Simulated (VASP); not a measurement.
# WF6 in VASP: notebook, part 2 of 2

VASP 6.6.1. The steps go on from the part before.

## Step 3: Single point, PBE

INCAR

```
  PREC = Accurate
  ENCUT = 400
  EDIFF = 1E-6
  ISMEAR = 0
  SIGMA = 0.01
  LREAL = False
  LASPH = True
  NELM = 60
  ALGO = Normal
  ISIF = 2
  LWAVE = False
  LCHARG = False
  GGA = PE
  ISYM = 0
```

KPOINTS

```
regular mesh
0
Gamma
  1 1 1
```

POSCAR

```
WF6                                     
1.0
   14.0953369171      0.0000000000      0.0000000000
    0.0000000000     14.5953369171      0.0000000000
    0.0000000000      0.0000000000     15.0953369171
  W               F             
     1     6
Selective dynamics
Direct
     0.5000000442000001    0.5034256826999979    0.4999998632000029   F   F   F
     0.5150560265697802    0.4013759057970423    0.4269577621280001   T   T   T
     0.4771188498682443    0.4265123226989925    0.5963455567382310   T   T   T
     0.5228797985066387    0.5803395265344251    0.4036548964404871   T   T   T
     0.4849452176174515    0.6054769770134604    0.5730405641798854   T   T   T
     0.3705333097804106    0.5051475430611168    0.4744818026773276   T   T   T
     0.6294669757841471    0.5017018288428456    0.5255190558916325   T   T   T
```

Potentials or basis: VASP PAW PBE potentials, release 64 (W_sv, F).

Command:

```console
$ cat potpaw_PBE.64/W_sv/POTCAR potpaw_PBE.64/F/POTCAR > POTCAR
$ mpirun -np 1 vasp_gam > vasp.out
```

OUTCAR:

```text
PREC = Accurate
   ENCUT = 400
   EDIFF = 1E-6
   ISMEAR = 0
   LREAL = False
   LASPH = True
   NELM = 60
   ISIF = 2
   GGA = PE
   ISYM = 0

 ion  position               nearest neighbor table
   1  0.500  0.503  0.500-   6 1.87   7 1.87   2 1.87   5 1.87   4 1.87   3 1.87
   2  0.515  0.401  0.427-   1 1.87
   3  0.477  0.427  0.596-   1 1.87
   4  0.523  0.580  0.404-   1 1.87
   5  0.485  0.605  0.573-   1 1.87
   6  0.371  0.505  0.474-   1 1.87
   7  0.629  0.502  0.526-   1 1.87

IMPORTANT INFORMATION: All symmetrisations will be switched off!
NOSYMM: (Re-)initialisation of all symmetry stuff for point group C_1.

----------------------------------------------------------------------------------------

                                     Primitive cell

  volume of cell :    3105.5062

  direct lattice vectors                    reciprocal lattice vectors
    14.095336917  0.000000000  0.000000000     0.070945449  0.000000000  0.000000000
     0.000000000 14.595336917  0.000000000     0.000000000  0.068515034  0.000000000
     0.000000000  0.000000000 15.095336917     0.000000000  0.000000000  0.066245623

  length of vectors
    14.095336917 14.595336917 15.095336917     0.070945449  0.068515034  0.066245623

  position of ions in fractional coordinates (direct lattice)
     0.500000044  0.503425683  0.499999863
     0.515056027  0.401375906  0.426957762
     0.477118850  0.426512323  0.596345557
     0.522879799  0.580339527  0.403654896
     0.484945218  0.605476977  0.573040564
     0.370533310  0.505147543  0.474481803
     0.629466976  0.501701829  0.525519056

  ion indices of the primitive-cell ions
   primitive index   ion index
                 1           1
                 2           2
                 3           3
                 4           4
                 5           5
                 6           6
[... 70 lines left out ...]
  volume/ion in A,a.u.               =     443.64      2993.86
  Fermi-wavevector in a.u.,A,eV,Ry     =   0.429299  0.811258  2.507523  0.184298
  Thomas-Fermi vector in A             =   1.397121
   LORBIT       =      0    0 simple, 1 ext, 2 COOP (PROOUT), +10 PAW based schemes
   GGA     = PE    functional components
   LHFCALC =     F    Hartree Fock is set to
   AEXX    =    0.0000 exact exchange contribution
   IVDW    =     0    specifies the selected vdW correction
   LEPSILON=     F    determine dielectric tensor
   LRPA    =     F    only Hartree local field effects (RPA)
 non-spin polarized calculation
 Gauss-broadening in eV      SIGMA  =   0.01
  energy-cutoff  :      400.00
  volume of cell :     3105.51
 maximum number of plane-waves:     28182
 NGX is ok and might be reduce to    90
   NGX = 45   NGY = 47   NGZ = 49

 number of electron      56.0000035 magnetization

 Free energy of the ion-electron system (eV)
  ---------------------------------------------------
  ext. energy  EPLUGINS =         0.00000000
  ---------------------------------------------------
  free energy    TOTEN  =       -42.55894012 eV

  energy without entropy =      -42.55894012  energy(sigma->0) =      -42.55894012

 E-fermi : -10.2515     XC(G=0):  -0.5531

 val. band max:      -10.4932692578   @ k =   0.0000   0.0000   0.0000
 cond. band min:      -5.3312406978   @ k =   0.0000   0.0000   0.0000
 fundamental gap:      5.1620285600
 Fermi energy:       -10.2514837544

 k-point     1 :       0.0000    0.0000    0.0000
  band No.  band energies     occupation
      1     -84.1076      2.00000
      2     -48.3100      2.00000
      3     -48.3100      2.00000
      4     -48.3099      2.00000
      5     -30.8486      2.00000
      6     -30.6517      2.00000
[... 25 lines left out ...]
     32      -0.5913      0.00000
     33      -0.3942      0.00000

------------------------ aborting loop because EDIFF is reached ----------------------------------------

  FORCE on cell =-STRESS in cart. coord.  units (eV):
  Direction    XX          YY          ZZ          XY          YZ          ZX
  --------------------------------------------------------------------------------------
  -------------------------------------------------------------------------------------
  Total       -7.3252204     -7.2205888     -7.1569800     -0.0021157      0.0024486      0.0015918
  in kB       -3.7791914     -3.7252103     -3.6923936     -0.0010915      0.0012633      0.0008212
  external PRESSURE =      -3.7322651 kB  Pullay stress =       0.0000000 kB

 VOLUME and BASIS-vectors are now :
 -----------------------------------------------------------------------------
  energy-cutoff  :      400.00
  volume of cell :     3105.51
      direct lattice vectors                 reciprocal lattice vectors
    14.095336917  0.000000000  0.000000000     0.070945449  0.000000000  0.000000000
     0.000000000 14.595336917  0.000000000     0.000000000  0.068515034  0.000000000
     0.000000000  0.000000000 15.095336917     0.000000000  0.000000000  0.066245623

 POSITION                                       TOTAL-FORCE (eV/Angst)
 -----------------------------------------------------------------------------------
      7.04767      7.34767      7.54767         0.000047      0.000159      0.000062
      7.25989      5.85822      6.44507         0.000169     -0.006750     -0.002916
      6.72515      6.22509      9.00204        -0.002203     -0.004391      0.006809
      7.37017      8.47025      6.09331         0.002528      0.004437     -0.006899
      6.83547      8.83714      8.65024        -0.000466      0.006608      0.003390
      5.22279      7.37280      7.16246        -0.007018      0.000657     -0.001621
      8.87255      7.32251      7.93289         0.006943     -0.000720      0.001174
 -----------------------------------------------------------------------------------
    total drift:                                0.000257     -0.002764      0.001408

  FREE ENERGIE OF THE ION-ELECTRON SYSTEM (eV)
  ---------------------------------------------------
  free  energy   TOTEN  =       -42.5589401230 eV

  energy  without entropy=      -42.5589401230  energy(sigma->0) =      -42.55894012
```

OSZICAR:

```text
N       E                     dE             d eps       ncg     rms          rms(c)
DAV:   1     0.727116325987E+03    0.72712E+03   -0.16969E+04    82   0.872E+02
DAV:   2     0.312459596384E+03   -0.41466E+03   -0.40749E+03   115   0.183E+02
DAV:   3     0.136718552516E+02   -0.29879E+03   -0.29735E+03    91   0.147E+02
[... 16 lines left out ...]
DAV:  20    -0.425589272541E+02   -0.67248E-05   -0.15040E-07    44   0.237E-03    0.555E-04
DAV:  21    -0.425589343129E+02   -0.70588E-05   -0.15502E-07    42   0.190E-03    0.199E-04
DAV:  22    -0.425589366105E+02   -0.22977E-05   -0.27451E-08    52   0.107E-03    0.248E-04
DAV:  23    -0.425589391453E+02   -0.25348E-05   -0.63146E-09    52   0.836E-04    0.796E-05
DAV:  24    -0.425589401230E+02   -0.97766E-06    0.57873E-09    52   0.521E-04
   1 F= -.42558940E+02 E0= -.42558940E+02  d E =0.000000E+00
```

stdout:

```text
POSCAR found type information on POSCAR W F
 POSCAR found :  2 types and       7 ions
 scaLAPACK will be used
 LDA part: xc-table for (Slater+PW92), standard interpolation
 POSCAR, INCAR and KPOINTS ok, starting setup
 FFT: planning ... GRIDC
 FFT: planning ... GRID_SOFT
 FFT: planning ... GRID
 WAVECAR not read
 entering main loop
```

It took 5.3 min on 1 thread of Intel Xeon Platinum 8375C at 2.90GHz (Ice Lake), shared host; peak memory 1.4 GiB.

What came out:

| Item | Value |
| --- | --- |
| Free energy | -42.5589 eV |
| Largest force | 0.009 eV/Å |
| Gap between the frontier levels | 5.16 eV |

Forces on the atoms (eV/Å):
```
W    0.000  0.000  0.000
F    0.000 -0.007 -0.003
F   -0.002 -0.004  0.007
F    0.003  0.004 -0.007
F    0.000  0.007  0.003
F   -0.007  0.001 -0.002
F    0.007 -0.001  0.001
```

Levels at points of the mesh, in eV from the valence-band top:
```csv
k point,band 25,band 26,band 27,band 28,band 29,band 30,band 31,band 32
"(0.00, 0.00, 0.00)",-0.57,0.00,0.00,0.00,5.16,5.16,5.16,9.90
```

Caveat: the cutoff is under 1.25 times the usual one of these potentials, so pressure, stress and relaxed cells hold a basis-set (Pulay) error; spin-orbit coupling is left out, which moves the levels of the heavy elements.
